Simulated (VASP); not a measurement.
# B2O (P-3m1) in VASP: further runs

The runs below take B2O through single point, with PBE, LDA.

Everything below comes from runs of VASP 6.6.1. Logs are shortened: lines on timing, memory, paths and dates and some standing lists are left out, and cuts for length are marked.

## 1. The structure

It takes space group P-3m1 (No. 164, trigonal). Conventional cell: a = 2.879 Å, b = 2.879 Å, c = 7.052 Å, α = 90.00°, β = 90.00°, γ = 120.00°. B (site symmetry 3m) is surrounded by 1 B at 1.69 Å and 3 O at 1.74 Å. B (site symmetry 3m) is surrounded by 3 B at 1.69 Å. Around O (site symmetry 3m) lie 4 B at 1.74 to 2.00 Å.

## 2. Single point, PBE

Input file INCAR:

```
SYSTEM = B2O
PREC     = Accurate       ! precision mode
ENCUT    = 520            ! plane-wave cutoff, eV
EDIFF    = 1E-6           ! SCF threshold, eV
ISMEAR   = 0              ! smearing method
SIGMA    = 0.1            ! smearing width, eV
LREAL    = .FALSE.        ! projectors in reciprocal space
LASPH    = .TRUE.         ! aspherical terms in the spheres
NELM     = 100            ! most SCF steps
ALGO     = Fast           ! electronic algorithm
ISIF     = 2              ! what is computed and relaxed
LWAVE    = .FALSE.        ! write WAVECAR
LCHARG   = .FALSE.        ! write CHGCAR
GGA      = PE             ! functional
NBANDS   = 21             ! bands
```

Input file KPOINTS:

```
Automatic mesh
0
G
  15 15 6
  0 0 0
```

Input file POSCAR:

```
B2O
1.0
    2.8790012395      0.0000000000      0.0000000000
   -1.4395006198      2.4932882109      0.0000000000
    0.0000000000      0.0000000000      7.0520000000
B O
4 2
Direct
    0.0000000000      0.0000000000      0.3800000000
    0.0000000000      0.0000000000      0.6200000000
    0.6666666667      0.3333333333      0.0230000000
    0.3333333333      0.6666666667      0.9770000000
    0.6666666667      0.3333333333      0.3060000000
    0.3333333333      0.6666666667      0.6940000000
```

Potentials or basis: VASP PAW PBE potentials, release 64 (B, O).

Command:

```bash
cat potpaw_PBE.64/B/POTCAR potpaw_PBE.64/O/POTCAR > POTCAR
mpirun -np 1 vasp_std > vasp.out
```

OUTCAR:

```text
SYSTEM = B2O
   PREC = Accurate
   ENCUT = 520
   EDIFF = 1E-6
   ISMEAR = 0
   LREAL = .FALSE.
   LASPH = .TRUE.
   NELM = 100
   ISIF = 2
   GGA = PE

 ion  position               nearest neighbor table
   1  0.000  0.000  0.380-   2 1.69   5 1.74   5 1.74   5 1.74
   2  0.000  0.000  0.620-   1 1.69   6 1.74   6 1.74   6 1.74
   3  0.667  0.333  0.023-   4 1.69   4 1.69   4 1.69   5 2.00
   4  0.333  0.667  0.977-   3 1.69   3 1.69   3 1.69   6 2.00
   5  0.667  0.333  0.306-   1 1.74   1 1.74   1 1.74   3 2.00
   6  0.333  0.667  0.694-   2 1.74   2 1.74   2 1.74   4 2.00

  LATTYP: Found a hexagonal cell.
 ALAT       =     2.8790012395
 C/A-ratio  =     2.4494605640

  Lattice vectors:

 A1 = (   2.8790012395,   0.0000000000,   0.0000000000)
 A2 = (  -1.4395006198,   2.4932882109,   0.0000000000)
 A3 = (   0.0000000000,   0.0000000000,   7.0520000000)

Analysis of symmetry for initial positions (statically):
=====================================================================
 Subroutine PRICEL returns:
 Original cell was already a primitive cell.

 Routine SETGRP: Setting up the symmetry group for a
 hexagonal supercell.

 Subroutine GETGRP returns: Found 12 space group operations
 (whereof 12 operations were pure point group operations)
 out of a pool of 24 trial point group operations.

The static configuration has the point symmetry D_3d.

Analysis of symmetry for dynamics (positions and initial velocities):
=====================================================================
 Subroutine PRICEL returns:
 Original cell was already a primitive cell.

 Routine SETGRP: Setting up the symmetry group for a
 hexagonal supercell.

 Subroutine GETGRP returns: Found 12 space group operations
 (whereof 12 operations were pure point group operations)
 out of a pool of 24 trial point group operations.

The dynamic configuration has the point symmetry D_3d.

 Subroutine INISYM returns: Found 12 space group operations
 (whereof 12 operations are pure point group operations),
 and found     1 'primitive' translations

----------------------------------------------------------------------------------------

                                     Primitive cell

  volume of cell :      50.6205

  direct lattice vectors                    reciprocal lattice vectors
     2.879001239  0.000000000  0.000000000     0.347342678  0.200538389  0.000000000
    -1.439500620  2.493288211  0.000000000     0.000000000  0.401076777  0.000000000
     0.000000000  0.000000000  7.052000000     0.000000000  0.000000000  0.141803744

  length of vectors
     2.879001239  2.879001239  7.052000000     0.401076777  0.401076777  0.141803744

  position of ions in fractional coordinates (direct lattice)
     0.000000000  0.000000000  0.380000000
     0.000000000  0.000000000  0.620000000
     0.666666667  0.333333333  0.023000000
     0.333333333  0.666666667  0.977000000
     0.666666667  0.333333333  0.306000000
     0.333333333  0.666666667  0.694000000

  ion indices of the primitive-cell ions
   primitive index   ion index
                 1           1
                 2           2
                 3           3
                 4           4
                 5           5
                 6           6

----------------------------------------------------------------------------------------

 KPOINTS: Automatic mesh

Automatic generation of k-mesh.
 Grid dimensions read from file:
 generate k-points for:   15   15    6

 Generating k-lattice:

  Cartesian coordinates                     Fractional coordinates (reciprocal lattice)
     0.023156179  0.013369226  0.000000000     0.066666667  0.000000000  0.000000000
     0.000000000  0.026738452  0.000000000     0.000000000  0.066666667  0.000000000
     0.000000000  0.000000000  0.023633957     0.000000000  0.000000000  0.166666667

  Length of vectors
     0.026738452  0.026738452  0.023633957

  Shift w.r.t. Gamma in fractional coordinates (k-lattice)
     0.000000000  0.000000000  0.000000000

 Subroutine IBZKPT returns following result:
 ===========================================

 Found    146 irreducible k-points:

 Following reciprocal coordinates:
            Coordinates               Weight
  0.000000  0.000000  0.000000      1.000000
  0.066667  0.000000  0.000000      6.000000
  0.133333  0.000000  0.000000      6.000000
  0.200000 -0.000000  0.000000      6.000000
  0.266667  0.000000  0.000000      6.000000
  0.333333  0.000000  0.000000      6.000000
[... 16 lines left out ...]
  0.333333  0.200000  0.000000     12.000000
  0.400000  0.200000  0.000000      6.000000
 [... further k-points ...]
   k-points           NKPTS =    146   k-points in BZ     NKDIM =    146   number of bands    NBANDS=     21
   number of dos      NEDOS =    301   number of ions     NIONS =      6
   total plane-waves  NPLWV =  31104
   dimension x,y,z NGX =    24 NGY =   24 NGZ =   54
   dimension x,y,z NGXF=    48 NGYF=   48 NGZF=  108
   ions per type =               4   2
   NGX,Y,Z   is equivalent  to a cutoff of  13.86, 13.86, 12.73 a.u.
   NGXF,Y,Z  is equivalent  to a cutoff of  27.72, 27.72, 25.46 a.u.
 SYSTEM =  B2O
   PREC   = accura    normal or accurate (medium, high low for compatibility)
   ISTART =      0    job   : 0-new  1-cont  2-samecut
   ICHARG =      2    charge: 1-file 2-atom 10-const
   ISPIN  =      1    spin polarized calculation?
   LNONCOLLINEAR =      F non collinear calculations
   LSORBIT =      F    spin-orbit coupling
   LASPH  =      T    aspherical Exc in radial PAW
   ENCUT  =  520.0 eV  38.22 Ry    6.18 a.u.   5.35  5.35 13.11*2*pi/ulx,y,z
   NELM   =    100;   NELMIN=  2; NELMDL= -5     # of ELM steps
   EDIFF  = 0.1E-05   stopping-criterion for ELM
   LREAL  =      F    real-space projection
   EDIFFG = 0.1E-04   stopping-criterion for IOM
   NSW    =      0    number of steps for IOM
   IBRION =     -1    ionic relax: 0-MD 1-quasi-New 2-CG
   NFREE  =      0    steps in history (QN), initial steepest desc. (CG)
   ISIF   =      2    stress and relaxation
   ISYM   =      2    0-nonsym 1-usesym 2-fastsym
   POTIM  = 0.5000    time-step for ionic-motion
   TEBEG  =    0.0;   TEEND  =   0.0 temperature during run
   PSTRESS=    0.0 pullay stress
   NELECT =      24.0000    total number of electrons
   NUPDOWN=      -1.0000    fix difference up-down
   EMIN   =  10.00;   EMAX   =-10.00  energy-range for DOS
   EFERMI =   0.00;   METHOD = LEGACY
   ISMEAR =     0;   SIGMA  =   0.10  broadening in eV -4-tet -1-fermi 0-gaus
   EFERMI_NEDOS =   21; number of points for ismear=-14 and -15
   IALGO  =     68    algorithm
   IMIX   =      4    mixing-type and parameters
     AMIX     =   0.40;   BMIX     =  1.00
     AMIX_MAG =   1.60;   BMIX_MAG =  1.00
  volume/ion in A,a.u.               =       8.44        56.93
  Fermi-wavevector in a.u.,A,eV,Ry     =   1.276546  2.412322 22.171631  1.629569
  Thomas-Fermi vector in A             =   2.409196
   LORBIT       =      0    0 simple, 1 ext, 2 COOP (PROOUT), +10 PAW based schemes
   GGA     = PE    functional components
   LHFCALC =     F    Hartree Fock is set to
   AEXX    =    0.0000 exact exchange contribution
   IVDW    =     0    specifies the selected vdW correction
   LEPSILON=     F    determine dielectric tensor
   LRPA    =     F    only Hartree local field effects (RPA)
 non-spin polarized calculation
 RMM-DIIS sequential band-by-band and
 Gauss-broadening in eV      SIGMA  =   0.10
  energy-cutoff  :      520.00
  volume of cell :       50.62
 maximum number of plane-waves:      1388
 NGX is ok and might be reduce to    24
   NGX = 11   NGY = 11   NGZ = 27

 number of electron      23.9999996 magnetization

 Free energy of the ion-electron system (eV)
  ---------------------------------------------------
  ext. energy  EPLUGINS =         0.00000000
  ---------------------------------------------------
  free energy    TOTEN  =       -37.64456668 eV

  energy without entropy =      -37.63620606  energy(sigma->0) =      -37.64038637

 E-fermi :   6.1005     XC(G=0): -11.0634

 val. band max:        6.0931534360   @ k =  -0.0667   0.2667   0.3333
 cond. band min:       6.1005419591   @ k =  -0.0667   0.2667   0.1667
 fundamental gap:      0.0073885231
 Fermi energy:         6.1004572524

 k-point     1 :       0.0000    0.0000    0.0000
  band No.  band energies     occupation
      1     -17.3786      2.00000
      2     -16.8666      2.00000
      3      -6.3697      2.00000
      4      -3.5488      2.00000
      5      -1.9808      2.00000
      6      -0.8466      2.00000
[... 13 lines left out ...]
     20      15.1447      0.00000
     21      15.1447      0.00000

 k-point     2 :       0.0667    0.0000    0.0000
  band No.  band energies     occupation
      1     -17.3343      2.00000
      2     -16.8294      2.00000
      3      -6.2933      2.00000
      4      -3.5581      2.00000
      5      -1.9530      2.00000
      6      -1.0955      2.00000
[... 13 lines left out ...]
     20      15.1745      0.00000
     21      15.4920      0.00000

 k-point     3 :       0.1333    0.0000    0.0000
  band No.  band energies     occupation
      1     -17.2053      2.00000
      2     -16.7224      2.00000
      3      -6.0670      2.00000
      4      -3.6479      2.00000
      5      -2.0076      2.00000
      6      -1.6362      2.00000
[... 13 lines left out ...]
     20      15.1865      0.00000
     21      16.4154      0.00000
[... 457 lines left out ...]
 k-point    23 :       0.3333    0.2000    0.0000
  band No.  band energies     occupation
      1     -16.0312      2.00000
      2     -15.8865      2.00000
      3      -5.8255      2.00000
      4      -4.8373      2.00000
      5      -3.4113      2.00000
      6      -3.0689      2.00000
[... 13 lines left out ...]
     20      14.2024      0.00000
     21      14.6418      0.00000

 k-point    24 :       0.4000    0.2000    0.0000
  band No.  band energies     occupation
      1     -15.9607      2.00000
      2     -15.8619      2.00000
      3      -5.9128      2.00000
      4      -4.9135      2.00000
      5      -3.5317      2.00000
      6      -3.1320      2.00000
[... 13 lines left out ...]
     20      14.5457      0.00000
     21      17.5068      0.00000

 [... further k-points ...]

------------------------ aborting loop because EDIFF is reached ----------------------------------------

  FORCE on cell =-STRESS in cart. coord.  units (eV):
  Direction    XX          YY          ZZ          XY          YZ          ZX
  --------------------------------------------------------------------------------------
  -------------------------------------------------------------------------------------
  Total       -8.9722107     -8.9722107     -0.1411448      0.0000000      0.0000000     -0.0000000
  in kB     -283.9771577   -283.9771577     -4.4673394      0.0000000      0.0000000     -0.0000000
  external PRESSURE =    -190.8072183 kB  Pullay stress =       0.0000000 kB

 VOLUME and BASIS-vectors are now :
 -----------------------------------------------------------------------------
  energy-cutoff  :      520.00
  volume of cell :       50.62
      direct lattice vectors                 reciprocal lattice vectors
     2.879001239  0.000000000  0.000000000     0.347342678  0.200538389  0.000000000
    -1.439500620  2.493288211  0.000000000     0.000000000  0.401076777  0.000000000
     0.000000000  0.000000000  7.052000000     0.000000000  0.000000000  0.141803744

 POSITION                                       TOTAL-FORCE (eV/Angst)
 -----------------------------------------------------------------------------------
      0.00000      0.00000      2.67976         0.000000      0.000000      0.040072
      0.00000      0.00000      4.37224        -0.000000     -0.000000     -0.040072
      1.43950      0.83110      0.16220         0.000000     -0.000000     -0.122793
     -0.00000      1.66219      6.88980        -0.000000      0.000000      0.122793
      1.43950      0.83110      2.15791        -0.000000     -0.000000     -0.145738
     -0.00000      1.66219      4.89409         0.000000      0.000000      0.145738
 -----------------------------------------------------------------------------------
    total drift:                                0.000000     -0.000000      0.000000

  FREE ENERGIE OF THE ION-ELECTRON SYSTEM (eV)
  ---------------------------------------------------
  free  energy   TOTEN  =       -37.6445666782 eV

  energy  without entropy=      -37.6362060586  energy(sigma->0) =      -37.64038637
```

It took 97 s on 1 thread of Intel Xeon Platinum 8488C (Sapphire Rapids), shared host; peak memory 0.25 GiB.

Results:

```yaml
Free_energy: -37.6446 eV
Pressure: -19.1 GPa
Largest_force: 0.146 eV/Å
Band_gap_on_the_k_mesh: none (metal or under the smearing width)
```

Forces in eV/Å, atoms in the order of the input:
```
B    0.000  0.000  0.040
B    0.000  0.000 -0.040
B    0.000  0.000 -0.123
B    0.000  0.000  0.123
O    0.000  0.000 -0.146
O    0.000  0.000  0.146
```

Caveat: so large a pressure means that the cell lies far from this level's equilibrium, or that cutoff or potentials fall short.

## 3. Single point, PBE

Input file INCAR:

```
PREC = Accurate ; ENCUT = 520
EDIFF = 1E-7 ; ISMEAR = 0
SIGMA = 0.1 ; LREAL = False
LASPH = True ; NELM = 100
ALGO = Fast ; ISIF = 2
LWAVE = False ; LCHARG = True
GGA = PE ; LELF = True
LVHAR = True ; NBANDS = 21
```

Input file KPOINTS:

```
regular mesh
0
Gamma
  15 15 6
```

POSCAR is that of step 2.

Potentials or basis: VASP PAW PBE potentials, release 64 (B, O).

Command:

```bash
cat potpaw_PBE.64/B/POTCAR potpaw_PBE.64/O/POTCAR > POTCAR
mpirun -np 1 vasp_std > vasp.out
```

OUTCAR:

```text
PREC = Accurate
   ENCUT = 520
   EDIFF = 1E-7
   ISMEAR = 0
   LREAL = False
   LASPH = True
   NELM = 100
   ISIF = 2
   GGA = PE

 ion  position               nearest neighbor table
   1  0.000  0.000  0.380-   2 1.69   5 1.74   5 1.74   5 1.74
   2  0.000  0.000  0.620-   1 1.69   6 1.74   6 1.74   6 1.74
   3  0.667  0.333  0.023-   4 1.69   4 1.69   4 1.69   5 2.00
   4  0.333  0.667  0.977-   3 1.69   3 1.69   3 1.69   6 2.00
   5  0.667  0.333  0.306-   1 1.74   1 1.74   1 1.74   3 2.00
   6  0.333  0.667  0.694-   2 1.74   2 1.74   2 1.74   4 2.00

  LATTYP: Found a hexagonal cell.
 ALAT       =     2.8790012395
 C/A-ratio  =     2.4494605640

  Lattice vectors:

 A1 = (   2.8790012395,   0.0000000000,   0.0000000000)
 A2 = (  -1.4395006198,   2.4932882109,   0.0000000000)
 A3 = (   0.0000000000,   0.0000000000,   7.0520000000)

Analysis of symmetry for initial positions (statically):
=====================================================================
 Subroutine PRICEL returns:
 Original cell was already a primitive cell.

[... 183 lines left out ...]
 cond. band min:       6.1067915962   @ k =   0.2667   0.0000   0.0000
 fundamental gap:      0.0069902845
 Fermi energy:         6.1002379849

 k-point     1 :       0.0000    0.0000    0.0000
  band No.  band energies     occupation
      1     -17.3779      2.00000
      2     -16.8659      2.00000
      3      -6.3698      2.00000
      4      -3.5488      2.00000
      5      -1.9804      2.00000
      6      -0.8459      2.00000
[... 565 lines left out ...]
     20      14.5460      0.00000
     21      17.5123      0.00000

 [... further k-points ...]

------------------------ aborting loop because EDIFF is reached ----------------------------------------

  FORCE on cell =-STRESS in cart. coord.  units (eV):
  Direction    XX          YY          ZZ          XY          YZ          ZX
  --------------------------------------------------------------------------------------
  -------------------------------------------------------------------------------------
  Total       -8.9864856     -8.9864856     -0.1547180      0.0000000      0.0000000     -0.0000000
  in kB     -284.4289699   -284.4289699     -4.8969411      0.0000000      0.0000000     -0.0000000
  external PRESSURE =    -191.2516270 kB  Pullay stress =       0.0000000 kB

 VOLUME and BASIS-vectors are now :
 -----------------------------------------------------------------------------
  energy-cutoff  :      520.00
  volume of cell :       50.62
      direct lattice vectors                 reciprocal lattice vectors
     2.879001239  0.000000000  0.000000000     0.347342678  0.200538389  0.000000000
    -1.439500620  2.493288211  0.000000000     0.000000000  0.401076777  0.000000000
     0.000000000  0.000000000  7.052000000     0.000000000  0.000000000  0.141803744

 POSITION                                       TOTAL-FORCE (eV/Angst)
 -----------------------------------------------------------------------------------
      0.00000      0.00000      2.67976        -0.000000      0.000000      0.039553
      0.00000      0.00000      4.37224         0.000000     -0.000000     -0.039553
      1.43950      0.83110      0.16220         0.000000      0.000000     -0.123570
     -0.00000      1.66219      6.88980         0.000000     -0.000000      0.123570
      1.43950      0.83110      2.15791         0.000000      0.000000     -0.146405
     -0.00000      1.66219      4.89409         0.000000     -0.000000      0.146405
 -----------------------------------------------------------------------------------
    total drift:                                0.000000     -0.000000      0.000000

  FREE ENERGIE OF THE ION-ELECTRON SYSTEM (eV)
  ---------------------------------------------------
  free  energy   TOTEN  =       -37.6445663342 eV

  energy  without entropy=      -37.6362229307  energy(sigma->0) =      -37.64039463
```

stdout:

```text
POSCAR found type information on POSCAR B O
 POSCAR found :  2 types and       6 ions
 scaLAPACK will be used
 LDA part: xc-table for (Slater+PW92), standard interpolation
 POSCAR, INCAR and KPOINTS ok, starting setup
 FFT: planning ... GRIDC
 FFT: planning ... GRID_SOFT
 FFT: planning ... GRID
 WAVECAR not read
 entering main loop
```

Wall time 2.1 min (1 thread of Intel Xeon Platinum 8488C (Sapphire Rapids), shared host); peak memory 0.25 GiB.

What came out:

```
Free energy            : -37.6446 eV
Pressure               : -19.1 GPa
Largest force          : 0.146 eV/Å
Band gap on the k mesh : none (metal or under the smearing width)
```

Forces on the atoms (eV/Å):
```
B    0.000  0.000  0.040
B    0.000  0.000 -0.040
B    0.000  0.000 -0.124
B    0.000  0.000  0.124
O    0.000  0.000 -0.146
O    0.000  0.000  0.146
```

Stress tensor (GPa, compression positive):
```
-28.44   0.00   0.00
  0.00 -28.44   0.00
  0.00   0.00  -0.49
```

Levels at points of the mesh, in eV from the Fermi level:
| k point | band 9 | band 10 | band 11 | band 12 | band 13 | band 14 | band 15 | band 16 |
| --- | --- | --- | --- | --- | --- | --- | --- | --- |
| (0.00, 0.00, 0.00) | -6.82 | -3.11 | -1.41 | 0.52 | 1.11 | 1.71 | 1.71 | 2.55 |
| (0.00, 0.00, 0.50) | -5.81 | -5.09 | -0.45 | -0.01 | 1.32 | 1.60 | 1.60 | 2.72 |

Caveat: so large a pressure means that the cell lies far from this level's equilibrium, or that cutoff or potentials fall short.

[end of part 1 of 2]
